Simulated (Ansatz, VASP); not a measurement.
# Cross-check of AlN between VASP and Ansatz, part 2 of 3

One calculation is typed for both programs; each brings its own data sets. How far apart do they land? The cell is taken from a series of runs on this material, whose earlier steps may have relaxed, scaled, displaced or heated it; both programs get it as it stands.

VASP 6.6.1 and Ansatz 0.2.0.

So far: Set-up; Ansatz: zone-centre phonons, PBE.

## Step 3: VASP: zone-centre phonons, PBE

Level of this step: PBE; plane waves and PAW (Al, N) (VASP).

The same cell, functional and mesh now go to VASP, with its own data sets.

Lines of VASP's logs that name or quote its potential files are left out, and so is its time.

The input, INCAR:

```
SYSTEM = AlN
PREC = Accurate
ENCUT = 600
EDIFF = 1E-08
NELM = 120
ISMEAR = 0
SIGMA = 0.01
LREAL = .FALSE.
ALGO = Normal
GGA = PE
NBANDS = 14
LORBIT = 11
LWAVE = .FALSE.
LCHARG = .FALSE.
ISIF = 2
IBRION = 8
LEPSILON = .TRUE.
LASPH = .TRUE.
GGA_COMPAT = .FALSE.
EFERMI = MIDGAP
KPAR = 2
```

The input, POSCAR:

```
AlN
1.0
    3.1321754261      0.0000000000      0.0000000000
   -1.5660877138      2.7125434877      0.0000000000
    0.0000000000      0.0000000000      5.0245496105
Al N
2 2
Direct
    0.3333333333      0.6666666667      0.9993264273
    0.6666666667      0.3333333333      0.4993264273
    0.3333333333      0.6666666667      0.3806735727
    0.6666666667      0.3333333333      0.8806735727
```

The input, KPOINTS:

```
Automatic mesh
0
Gamma
9 9 4
0 0 0
```

Potentials, in the order of the species: Al and N (PBE family, release 64).

Started as:

```sh
mpirun -np 2 vasp_std
```

Log:

```text
[banner, memory and clock lines left out]
running    2 mpi-ranks, on    1 nodes
 distrk:  each k-point on    1 cores,    2 groups
 distr:  one band on    1 cores,    1 groups

 POSCAR found type information on POSCAR AlN
 POSCAR found :  2 types and       4 ions
 LDA part: xc-table for (Slater+PW92), standard interpolation
 POSCAR, INCAR and KPOINTS ok, starting setup
 FFT: planning ... GRIDC
 FFT: planning ... GRID_SOFT
 FFT: planning ... GRID
 WAVECAR not read
 entering main loop
       N       E                     dE             d eps       ncg     rms          rms(c)
DAV:   1     0.528822004403E+02    0.52882E+02   -0.81174E+03  1008   0.115E+03
DAV:   2    -0.300452757130E+02   -0.82927E+02   -0.75588E+02  1378   0.222E+02
DAV:   3    -0.344171796659E+02   -0.43719E+01   -0.43525E+01  1362   0.548E+01
DAV:   4    -0.344505621454E+02   -0.33382E-01   -0.33378E-01  1146   0.528E+00
DAV:   5    -0.344509879834E+02   -0.42584E-03   -0.42581E-03  1374   0.596E-01    0.120E+01
DAV:   6    -0.297599517402E+02    0.46910E+01   -0.13173E+01  1272   0.283E+01    0.413E+00
DAV:   7    -0.297952254879E+02   -0.35274E-01   -0.77087E-01  1122   0.645E+00    0.288E+00
DAV:   8    -0.297884744212E+02    0.67511E-02   -0.75378E-02  1164   0.283E+00    0.549E-01
DAV:   9    -0.297826723683E+02    0.58021E-02   -0.18471E-02  1362   0.101E+00    0.250E-01
DAV:  10    -0.297833494650E+02   -0.67710E-03   -0.29256E-03  1170   0.382E-01    0.150E-01
DAV:  11    -0.297832193536E+02    0.13011E-03   -0.33596E-04  1296   0.146E-01    0.357E-02
DAV:  12    -0.297832225905E+02   -0.32369E-05   -0.18111E-05  1194   0.368E-02    0.887E-03
DAV:  13    -0.297832225813E+02    0.92133E-08   -0.73543E-06  1278   0.220E-02    0.624E-03
DAV:  14    -0.297832225676E+02    0.13717E-07   -0.48910E-07  1284   0.605E-03    0.248E-03
DAV:  15    -0.297832225934E+02   -0.25836E-07   -0.14136E-07  1314   0.305E-03    0.368E-04
DAV:  16    -0.297832225817E+02    0.11720E-07   -0.62107E-09   732   0.687E-04    0.152E-04
DAV:  17    -0.297832225812E+02    0.52444E-09   -0.50417E-10   726   0.324E-04
   1 F= -.29783223E+02 E0= -.29783223E+02  d E =0.000000E+00
 Linear response reoptimize wavefunctions to high precision
DAV:   1    -0.297832225810E+02    0.17747E-09   -0.35379E-11   786   0.553E-05
DAV:   2    -0.297832225810E+02    0.10118E-10   -0.54456E-12   708   0.218E-05
 Linear response G [H, r] |phi>, progress :
  Direction:   1
       N       E                     dE             d eps       ncg     rms
RMM:   1    -0.606956358359E+02   -0.60696E+02    0.10658E+02  2432   0.751E+01
RMM:   2    -0.543567257078E+02    0.63389E+01   -0.33123E+00  1705   0.161E+01
RMM:   3    -0.543933967159E+02   -0.36671E-01   -0.47918E-02  1826   0.174E+00
RMM:   4    -0.543944993377E+02   -0.11026E-02   -0.11908E-03  1938   0.250E-01
RMM:   5    -0.543945013151E+02   -0.19774E-05   -0.40125E-05  1969   0.387E-02
RMM:   6    -0.543945011253E+02    0.18976E-06   -0.71715E-06  2021   0.674E-03
RMM:   7    -0.543945009091E+02    0.21623E-06   -0.34374E-06  2005   0.148E-03
RMM:   8    -0.543945008984E+02    0.10679E-07   -0.23042E-07  1902   0.497E-04
RMM:   9    -0.543945009674E+02   -0.68961E-07   -0.68008E-07  1476   0.341E-04
RMM:  10    -0.543945009534E+02    0.13961E-07   -0.32743E-06  1378   0.321E-04
RMM:  11    -0.543945009170E+02    0.36361E-07   -0.56649E-06  1343   0.323E-04
RMM:  12    -0.543945009567E+02   -0.39707E-07   -0.45989E-06  1308   0.324E-04
 Linear response G [H, r] |phi>, progress :
  Direction:   2
       N       E                     dE             d eps       ncg     rms
RMM:   1    -0.656912638195E+02   -0.65691E+02    0.25371E+01  2319   0.741E+01
RMM:   2    -0.622986416463E+02    0.33926E+01   -0.27681E+00  1709   0.148E+01
RMM:   3    -0.623386297967E+02   -0.39988E-01   -0.41706E-02  1796   0.161E+00
RMM:   4    -0.623396676993E+02   -0.10379E-02   -0.12118E-03  1915   0.233E-01
RMM:   5    -0.623396547131E+02    0.12986E-04   -0.40645E-05  1957   0.360E-02
RMM:   6    -0.623396534937E+02    0.12194E-05   -0.31491E-07  2028   0.621E-03
RMM:   7    -0.623396523786E+02    0.11151E-05    0.11927E-05  2013   0.138E-03
RMM:   8    -0.623396522826E+02    0.95958E-07    0.14221E-05  1858   0.487E-04
RMM:   9    -0.623396523745E+02   -0.91846E-07    0.95871E-06  1490   0.351E-04
RMM:  10    -0.623396522943E+02    0.80153E-07    0.21465E-05  1365   0.336E-04
RMM:  11    -0.623396522509E+02    0.43389E-07    0.13763E-05  1351   0.337E-04
RMM:  12    -0.623396523078E+02   -0.56912E-07    0.17395E-05  1306   0.337E-04
 Linear response G [H, r] |phi>, progress :
  Direction:   3
       N       E                     dE             d eps       ncg     rms
RMM:   1    -0.678394584904E+02   -0.67839E+02    0.38258E+01  2345   0.745E+01
RMM:   2    -0.582971570569E+02    0.95423E+01   -0.34287E+00  1654   0.160E+01
RMM:   3    -0.583367590447E+02   -0.39602E-01   -0.46969E-02  1781   0.166E+00
[...]
RMM:   2    -0.451206264101E+00   -0.10917E-01   -0.50354E-03  1696   0.439E-01
RMM:   3    -0.451284466115E+00   -0.78202E-04   -0.74926E-05  1742   0.467E-02
RMM:   4    -0.451286112556E+00   -0.16464E-05   -0.18964E-06  1840   0.691E-03
RMM:   5    -0.451286151192E+00   -0.38636E-07   -0.35647E-08  1833   0.114E-03
RMM:   6    -0.451286153107E+00   -0.19152E-08    0.23134E-09  1604   0.198E-04
[...]
RMM:   3    -0.446762716610E+00    0.44435E-02   -0.65312E-03  1656   0.532E-01    0.607E-01
RMM:   4    -0.475304839802E+00   -0.28542E-01   -0.10419E-02  1749   0.692E-01    0.865E-02
RMM:   5    -0.479189711022E+00   -0.38849E-02   -0.17135E-04  1807   0.100E-01    0.234E-02
RMM:   6    -0.480156318549E+00   -0.96661E-03   -0.19535E-05  1840   0.316E-02    0.763E-03
RMM:   7    -0.480511434759E+00   -0.35512E-03   -0.22671E-06  1810   0.116E-02    0.102E-03
RMM:   8    -0.480541411164E+00   -0.29976E-04   -0.58732E-08  1899   0.176E-03    0.277E-04
RMM:   9    -0.480542224860E+00   -0.81370E-06    0.66235E-09  1885   0.613E-04    0.297E-05
RMM:  10    -0.480540829830E+00    0.13950E-05    0.38837E-08  1498   0.747E-05    0.136E-05
RMM:  11    -0.480540726908E+00    0.10292E-06   -0.53730E-10  1185   0.558E-05    0.254E-06
 change of polarisation eV/A/(eV/A) component  3 :    -0.063    -0.043     0.873
 dielectric tensor                  component  3 :    -0.267    -0.180     4.702
 Linear response DOF=           4
 Linear response progress:
  Degree of freedom:   1/  4
       N       E                     dE             d eps       ncg     rms          rms(c)
RMM:   1    -0.630865868056E-02   -0.63087E-02    0.22593E-03 10879   0.786E-01
RMM:   2    -0.569561098858E-02    0.61305E-03   -0.42919E-04  7523   0.175E-01    0.841E-02
RMM:   3    -0.559175762188E-02    0.10385E-03   -0.62807E-05  7978   0.594E-02    0.465E-02
RMM:   4    -0.559724777608E-02   -0.54902E-05   -0.58880E-05  7657   0.592E-02    0.837E-03
RMM:   5    -0.559110814953E-02    0.61396E-05   -0.46402E-07  8122   0.139E-02    0.125E-03
RMM:   6    -0.558988932947E-02    0.12188E-05    0.23536E-07  8437   0.224E-03    0.557E-04
RMM:   7    -0.558785535997E-02    0.20340E-05   -0.16923E-07  8390   0.979E-04    0.515E-05
RMM:   8    -0.558793989223E-02   -0.84532E-07   -0.20034E-07  8700   0.127E-04    0.309E-05
RMM:   9    -0.558789457252E-02    0.45320E-07   -0.38439E-08  8551   0.521E-05    0.495E-06
RMM:  10    -0.558789009520E-02    0.44773E-08   -0.25116E-08  8870   0.100E-05    0.319E-06
 first order change of Fermi-energy  -0.70711E-05
 force on displaced ion       1 direction 1 : -14.805  -0.000   0.000
 Born effective charge ion    1 direction 1 :   2.516   0.000   0.000
 Linear response progress:
  Degree of freedom:   2/  4
       N       E                     dE             d eps       ncg     rms          rms(c)
RMM:   1    -0.178394602468E-01   -0.17839E-01    0.28004E-03  3356   0.122E+00
RMM:   2    -0.113178427051E-01    0.65216E-02   -0.12056E-03  1935   0.369E-01    0.108E-01
RMM:   3    -0.110111897420E-01    0.30665E-03   -0.96971E-05  2040   0.137E-01    0.503E-02
RMM:   4    -0.109438766794E-01    0.67313E-04   -0.15411E-04  2107   0.481E-02    0.254E-02
RMM:   5    -0.109085785463E-01    0.35298E-04   -0.14942E-04  2101   0.412E-02    0.610E-03
RMM:   6    -0.108903801206E-01    0.18198E-04   -0.16967E-05  2150   0.116E-02    0.172E-03
RMM:   7    -0.108888574112E-01    0.15227E-05    0.12112E-06  2162   0.231E-03    0.379E-04
RMM:   8    -0.108891087014E-01   -0.25129E-06    0.15829E-06  2179   0.682E-04    0.163E-04
RMM:   9    -0.108894431222E-01   -0.33442E-06   -0.29032E-08  2200   0.277E-04    0.281E-05
RMM:  10    -0.108894033384E-01    0.39784E-07    0.19227E-07  2278   0.537E-05    0.114E-05
RMM:  11    -0.108893955968E-01    0.77415E-08    0.20580E-07  2204   0.290E-05    0.250E-06
RMM:  12    -0.108893998931E-01   -0.42963E-08    0.71010E-08  2258   0.664E-06    0.169E-06
 first order change of Fermi-energy  -0.84634E+00
 force on displaced ion       1 direction 3 :  -0.000  -0.000 -20.132
 Born effective charge ion    1 direction 3 :   0.000   0.000   2.676
 Linear response progress:
  Degree of freedom:   3/  4
       N       E                     dE             d eps       ncg     rms          rms(c)
RMM:   1    -0.234952688900E+00   -0.23495E+00    0.22838E-01  9213   0.323E+00
RMM:   2    -0.236074155875E+00   -0.11215E-02   -0.38621E-03  7332   0.471E-01    0.175E-01
RMM:   3    -0.237014437155E+00   -0.94028E-03   -0.89253E-04  6994   0.198E-01    0.868E-02
RMM:   4    -0.238910709269E+00   -0.18963E-02   -0.85276E-04  7146   0.182E-01    0.228E-02
RMM:   5    -0.238900032234E+00    0.10677E-04   -0.26714E-05  8310   0.401E-02    0.258E-03
RMM:   6    -0.238931334470E+00   -0.31302E-04   -0.44233E-07  8530   0.455E-03    0.121E-03
RMM:   7    -0.238926861043E+00    0.44734E-05   -0.29449E-07  8519   0.166E-03    0.902E-05
RMM:   8    -0.238926902371E+00   -0.41329E-07   -0.27057E-07  8841   0.183E-04    0.564E-05
RMM:   9    -0.238926825120E+00    0.77251E-07   -0.35712E-08  8671   0.881E-05    0.428E-06
RMM:  10    -0.238926868843E+00   -0.43723E-07   -0.36695E-08  8951   0.220E-05    0.242E-06
RMM:  11    -0.238926868738E+00    0.10494E-09   -0.11442E-09  8240   0.158E-05    0.431E-07
 first order change of Fermi-energy  -0.63822E-04
 force on displaced ion       3 direction 1 : -14.869  -0.000  -0.000
 Born effective charge ion    3 direction 1 :  -2.517   0.000   0.000
 Linear response progress:
  Degree of freedom:   4/  4
       N       E                     dE             d eps       ncg     rms          rms(c)
RMM:   1    -0.251009372774E+00   -0.25101E+00    0.24072E-01  2416   0.324E+00
RMM:   2    -0.251343578772E+00   -0.33421E-03   -0.33706E-03  1931   0.456E-01    0.179E-01
RMM:   3    -0.251667140778E+00   -0.32356E-03   -0.16792E-03  1912   0.241E-01    0.821E-02
RMM:   4    -0.252989959802E+00   -0.13228E-02   -0.87534E-04  2037   0.158E-01    0.233E-02
RMM:   5    -0.253149449014E+00   -0.15949E-03   -0.37234E-05  2106   0.346E-02    0.715E-03
RMM:   6    -0.253236939707E+00   -0.87491E-04   -0.40307E-06  2218   0.776E-03    0.249E-03
RMM:   7    -0.253227855773E+00    0.90839E-05   -0.41175E-07  2170   0.308E-03    0.529E-04
RMM:   8    -0.253228039684E+00   -0.18391E-06    0.84974E-09  2251   0.363E-04    0.254E-04
RMM:   9    -0.253227678404E+00    0.36128E-06   -0.23897E-08  2178   0.285E-04    0.226E-05
RMM:  10    -0.253227960651E+00   -0.28225E-06   -0.23794E-08  2274   0.424E-05    0.125E-05
RMM:  11    -0.253227982211E+00   -0.21560E-07   -0.58879E-09  2223   0.287E-05    0.357E-06
RMM:  12    -0.253227988080E+00   -0.58695E-08   -0.33587E-08  2214   0.106E-05    0.114E-06
 first order change of Fermi-energy   0.84624E+00
 force on displaced ion       3 direction 3 :   0.000   0.000 -18.770
 Born effective charge ion    3 direction 3 :   0.000   0.000  -2.675
 Born effective charges drift removed
 Linear response finished
```

(Continued in part 3 of 3.)

[Lines on the potential files, build, host, timing and source positions are cut from VASP's logs without a mark.]

[Logs are printed without paths, hosts, clocks, repeated set-up lines and the standing remarks that a program may print on its own settings, such as how far it seeks lower states.]

[Hosts, paths, dates, database ids (printed as entryN), source tags and the programs' standing remarks are cut or masked in the printed files.]
